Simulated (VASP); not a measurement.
Input:

```xyz
3
Lattice="0.0000 3.7050 3.7050 3.7050 0.0000 3.7050 3.7050 3.7050 0.0000" Properties=species:S:1:pos:R:3 pbc="T T T"
K      1.8525     1.8525     1.8525
K      5.5575     5.5575     5.5575
S      0.0000     0.0000     0.0000
```
Cell charge -0.02.

These are PBE GGA, VASP's PBE PAW potentials (set 64) (plane waves; VASP 6.6.1) values and carry that method's errors. Settings: NELECT = 24.02, 400 eV cut-off, 5×5×5 Γ-centred mesh, Gaussian smearing of 0.050 eV, potentials K_sv S.

The cell is charged, with a uniform compensating background.

Problem. Estimate the energy per atom (σ→0), band gap (on the k-mesh) with the smallest direct gap where there is one.

Solution. 
| Property | Value |
|---|---|
| band gap (on the k-mesh) | none (metal, semimetal or under 0.01 eV) |
| energy per atom (σ→0) | -3.125 eV/atom |

The compound is K2S in the antifluorite structure. The cell was not relaxed at this level. The run is one of a series of settings (NELECT = 24.02 against the base run), some of them coarse on purpose.
